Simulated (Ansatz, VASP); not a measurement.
One calculation of BiB, two programs

```
CELL_PARAMETERS angstrom
0.00000 2.63808 2.63808
2.63808 0.00000 2.63808
2.63808 2.63808 0.00000
ATOMIC_POSITIONS crystal
B 0.00000 0.00000 0.00000
Bi 0.50000 0.50000 0.50000
```

Alike in both runs: functional PBE; k mesh 12 × 12 × 12; occupations fermi-dirac, width 0.05 eV; no spin polarisation.

Ansatz relaxed the structure, and its values are those at the end. VASP's run is a single point on that final structure, the one shown.

|  | VASP | Ansatz |
| --- | --- | --- |
| version | VASP 6.6.1 | Ansatz 0.2.0 |
| potentials or method | VASP PAW PBE potentials, release 64 (B, Bi_d) | PAW with Ansatz's default frozen-core files, scalar-relativistic |
| plane-wave cutoff (eV) | 520 | 420 |
| valence electrons in the cell | 18 | 18 |

|  | VASP | Ansatz | Ansatz less VASP |
| --- | --- | --- | --- |
| pressure (GPa) | 0.0 | 0.0 | 0.00 |
